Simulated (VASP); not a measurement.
Level of theory: PBE GGA, VASP's PBE PAW potentials (set 64) (plane waves; VASP).

The input files of a VASP run:

File KPOINTS:
```
Regular mesh
0
Gamma
 8 8 8
```

**POSCAR**
```
GdN
1
    0.0000000000     2.4900000000     2.4900000000
    2.4900000000     0.0000000000     2.4900000000
    2.4900000000     2.4900000000     0.0000000000
Gd N
1 1
Direct
  0.0000000000   0.0000000000   0.0000000000
  0.5000000000   0.5000000000   0.5000000000
```

### INCAR
```
# general
SYSTEM =GdN
PREC   =Accurate
ENCUT  =520
LREAL  =.FALSE.
LASPH  =.TRUE.

# electronic loop
EDIFF  =1E-6
NELM   =100
ALGO   =Conjugate
LMAXMIX=6

# smearing
ISMEAR =0
SIGMA  =0.05

# functional
GGA    =PE

# ions
ISIF   =2

# output
LWAVE  =.FALSE.
LCHARG =.FALSE.
```

POTCAR, in this order: Gd_3 N (PBE.64 set). Program: vasp_std.

What will the output report for the number of irreducible k-points (NKPTS), number of bands (NBANDS), largest plane-wave count, number of space-group operations, FFT grid (NGX, NGY, NGZ)?

```yaml
number of irreducible k-points (NKPTS): 29
number of bands (NBANDS): 11
largest_plane_wave_count: 869
number_of_space_group_operations: 48
FFT grid (NGX, NGY, NGZ): 28 × 28 × 28
```

The compound is GdN in the rock salt structure. The cell was not relaxed at this level. The run is one of a series of settings (ALGO = Conjugate against the base run), some of them coarse on purpose. The 4f electrons are frozen in the core of the lanthanide potential, so 4f levels, which can set the real gap, and their magnetism are missing.
